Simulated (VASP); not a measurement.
Output of a VASP run:

**OSZICAR**
```
...
DAV:  22     0.312918498097E+02    0.55632E-02   -0.48733E-03   525   0.928E-01    0.474E+00
DAV:  23     0.312869836515E+02   -0.48662E-02   -0.34617E-04   530   0.211E-01    0.475E+00
DAV:  24     0.312921513612E+02    0.51677E-02   -0.18704E-03   520   0.519E-01    0.476E+00
DAV:  25     0.312896887067E+02   -0.24627E-02   -0.48516E-04   520   0.261E-01    0.477E+00
DAV:  26     0.312894922066E+02   -0.19650E-03   -0.18356E-04   520   0.171E-01    0.478E+00
DAV:  27     0.312970698377E+02    0.75776E-02   -0.15441E-03   520   0.458E-01    0.479E+00
DAV:  28     0.312890048854E+02   -0.80650E-02   -0.10621E-03   520   0.299E-01    0.479E+00
DAV:  29     0.312916307718E+02    0.26259E-02   -0.69324E-04   520   0.345E-01    0.481E+00
DAV:  30     0.312929730338E+02    0.13423E-02   -0.14171E-03   520   0.426E-01    0.482E+00
DAV:  31     0.312974875867E+02    0.45146E-02   -0.62563E-04   520   0.299E-01    0.483E+00
DAV:  32     0.312920739549E+02   -0.54136E-02   -0.92758E-04   520   0.349E-01    0.483E+00
DAV:  33     0.312898842172E+02   -0.21897E-02   -0.14157E-04   520   0.151E-01    0.482E+00
DAV:  34     0.312913193443E+02    0.14351E-02   -0.64504E-04   520   0.251E-01    0.476E+00
DAV:  35     0.312928472364E+02    0.15279E-02   -0.86960E-04   520   0.319E-01    0.462E+00
DAV:  36     0.312937171959E+02    0.86996E-03   -0.55847E-04   530   0.198E-01    0.445E+00
DAV:  37     0.312940734161E+02    0.35622E-03   -0.67884E-04   520   0.204E-01    0.423E+00
DAV:  38     0.312964289500E+02    0.23555E-02   -0.29941E-03   520   0.449E-01    0.370E+00
DAV:  39     0.312968903621E+02    0.46141E-03   -0.11498E-03   545   0.396E-01    0.320E+00
DAV:  40     0.312959277609E+02   -0.96260E-03   -0.22953E-04   540   0.214E-01    0.291E+00
DAV:  41     0.312920896982E+02   -0.38381E-02   -0.47068E-04   520   0.281E-01    0.250E+00
DAV:  42     0.312921901724E+02    0.10047E-03   -0.32106E-04   520   0.254E-01    0.214E+00
DAV:  43     0.312911011904E+02   -0.10890E-02   -0.61202E-04   520   0.222E-01    0.186E+00
DAV:  44     0.312917124362E+02    0.61125E-03   -0.68643E-03   525   0.515E-01    0.128E+00
DAV:  45     0.312930688018E+02    0.13564E-02   -0.48438E-03   540   0.445E-01    0.728E-01
DAV:  46     0.312934698515E+02    0.40105E-03   -0.24746E-03   525   0.300E-01    0.418E-01
DAV:  47     0.312932791957E+02   -0.19066E-03   -0.32366E-04   560   0.178E-01    0.172E-01
DAV:  48     0.312917108402E+02   -0.15684E-02   -0.45239E-04   520   0.200E-01    0.728E-02
DAV:  49     0.312905579341E+02   -0.11529E-02   -0.64603E-04   520   0.180E-01    0.714E-02
DAV:  50     0.312901757931E+02   -0.38214E-03   -0.21767E-04   550   0.963E-02    0.608E-02
DAV:  51     0.312898957177E+02   -0.28008E-03   -0.77399E-04   520   0.204E-01    0.401E-02
DAV:  52     0.312894478729E+02   -0.44784E-03   -0.62057E-04   535   0.146E-01    0.143E-02
DAV:  53     0.312894259046E+02   -0.21968E-04   -0.86147E-05   570   0.557E-02    0.118E-02
DAV:  54     0.312894010741E+02   -0.24831E-04   -0.12354E-05   530   0.228E-02    0.944E-03
DAV:  55     0.312894718258E+02    0.70752E-04   -0.66982E-06   540   0.270E-02    0.281E-03
DAV:  56     0.312893748322E+02   -0.96994E-04   -0.11043E-05   520   0.301E-02    0.749E-04
DAV:  57     0.312893717530E+02   -0.30792E-05   -0.19443E-06   555   0.127E-02    0.674E-04
DAV:  58     0.312893716264E+02   -0.12654E-06   -0.58140E-07   520   0.692E-03    0.432E-04
DAV:  59     0.312893713344E+02   -0.29208E-06   -0.97898E-08   500   0.326E-03    0.411E-04
DAV:  60     0.312893712849E+02   -0.49444E-07   -0.23497E-08   370   0.137E-03
   1 F= 0.31289371E+02 E0= 0.31289371E+02  d E =-.212932E-11
```

File OUTCAR:
```
------------------------ aborting loop because EDIFF is reached ----------------------------------------
  FORCE on cell =-STRESS in cart. coord.  units (eV):
  Direction    XX          YY          ZZ          XY          YZ          ZX
  --------------------------------------------------------------------------------------
  Total       -0.8904965     -0.8904965     -0.8904965     -0.0000000     -0.0000000      0.0000000
  in kB      -19.0755346    -19.0755346    -19.0755346     -0.0000000     -0.0000000      0.0000000
  external PRESSURE =     -19.0755346 kB  Pullay stress =       0.0000000 kB
  volume of cell :       74.79
      direct lattice vectors                 reciprocal lattice vectors
     0.000000000  3.344095657  3.344095657    -0.149517254  0.149517254  0.149517254
     3.344095657  0.000000000  3.344095657     0.149517254 -0.149517254  0.149517254
     3.344095657  3.344095657  0.000000000     0.149517254  0.149517254 -0.149517254
  FREE ENERGIE OF THE ION-ELECTRON SYSTEM (eV)
  ---------------------------------------------------
  free  energy   TOTEN  =        31.2893712849 eV

  energy  without entropy=       31.2893712849  energy(sigma->0) =       31.28937128
```
(Selected blocks of OUTCAR.)

File POSCAR:
```
CdTe
1
    0.0000000000     3.3440956573     3.3440956573
    3.3440956573     0.0000000000     3.3440956573
    3.3440956573     3.3440956573     0.0000000000
Cd Te
1 1
Direct
  0.0000000000   0.0000000000   0.0000000000
  0.2500000000   0.2500000000   0.2500000000
```

Write an INCAR and KPOINTS that could have produced this output.

Several could match; the one computed here: the input of the run itself, revTPSS meta-GGA, plane waves, VASP's PBE PAW potentials (set 64).

**INCAR**
```
SYSTEM  =  CdTe
PREC  =  Accurate; ENCUT  =  520; LREAL  =  .FALSE.
LASPH  =  .TRUE.
EDIFF  =  1E-7; NELM  =  100; ALGO  =  Normal
LMAXMIX  =  4; LMIXTAU  =  .TRUE.
ISMEAR  =  0; SIGMA  =  0.05
METAGGA  =  RTPSS
ISIF  =  2
LWAVE  =  .FALSE.; LCHARG  =  .FALSE.
```

**KPOINTS**
```
kpoints
0
gamma
7 7 7
```

POTCAR, in this order: Cd Te (PBE.64 set). Program: vasp_std.

The compound is CdTe in the zinc blende structure. This cell is one point of a volume scan, at 1.06 of the reference volume.
